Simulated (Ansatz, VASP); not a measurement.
# Two plane-wave programs on Si3F4

```
CELL_PARAMETERS angstrom
0.00000 3.82511 3.82511
3.82511 0.00000 3.82511
3.82511 3.82511 0.00000
ATOMIC_POSITIONS crystal
Si 0.25000 0.25000 0.25000
Si 0.00000 0.00000 0.00000
Si 0.50000 0.50000 0.50000
F 0.88062 0.35813 0.88062
F 0.88062 0.88062 0.88062
F 0.35813 0.88062 0.88062
F 0.88062 0.88062 0.35813
```

Alike in both runs: functional PBE; k mesh 8 × 8 × 8; occupations gaussian, width 0.1 eV; no spin polarisation.

Ansatz relaxed the structure, and its values are those at the end. VASP's run is a single point on that final structure, the one shown.

```csv
,VASP,Ansatz
version,VASP 6.6.1,Ansatz 0.2.0
potentials or method,"VASP PAW PBE potentials, release 64 (Si, F)","scalar-relativistic, plane waves, PAW"
plane-wave cutoff (eV),520,420
valence electrons in the cell,40,40
```

VASP gave:

| Item | Value |
| --- | --- |
| gap on the k mesh at the Fermi level (eV) | none |
| pressure (GPa) | 0.5 |
| rms of the force components (eV/Å) | 0.107 |

Task: What did Ansatz give for the same quantities?

Result: gap on the k mesh at the Fermi level (eV): none; pressure (GPa): 0.0; rms of the force components (eV/Å): 0.001.

A gap of «none» marks a metal or a gap that the smearing closes. One of these differences is far larger than is usual between the two programs; its cause wasn't traced.
